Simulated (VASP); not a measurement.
Here is the system:

```yaml
crystal:
  lattice:
    - [0.00000, 2.68000, 2.68000]
    - [2.68000, 0.00000, 2.68000]
    - [2.68000, 2.68000, 0.00000]
  atoms:
    - { symbol: Co, position: [0.00000, 0.00000, 0.00000] }
    - { symbol: Si, position: [0.25000, 0.25000, 0.25000] }
    - { symbol: Si, position: [0.75000, 0.75000, 0.75000] }
```

Calculation: PBE GGA, VASP's PBE PAW potentials (set 64) (plane waves; VASP 6.6.1). Run with 400 eV cut-off, 9×9×9 Γ-centred mesh, first-order Methfessel-Paxton smearing of 0.10 eV, potentials Co Si.

Question: Predict the energy per atom (σ→0), band gap (on the k-mesh) with the smallest direct gap where there is one.

Answer: 
band gap (on the k-mesh): none (metal, semimetal or under 0.01 eV)
energy per atom (σ→0): -6.430 eV/atom

The absolute energy has meaning only against runs of the same code, potentials and settings.

The compound is CoSi2 in the fluorite structure. The cell was not relaxed at this level. The run is not spin-polarised, so no magnetic state was tried. The electron count is odd and the run is not spin-polarised, which forces a metal.
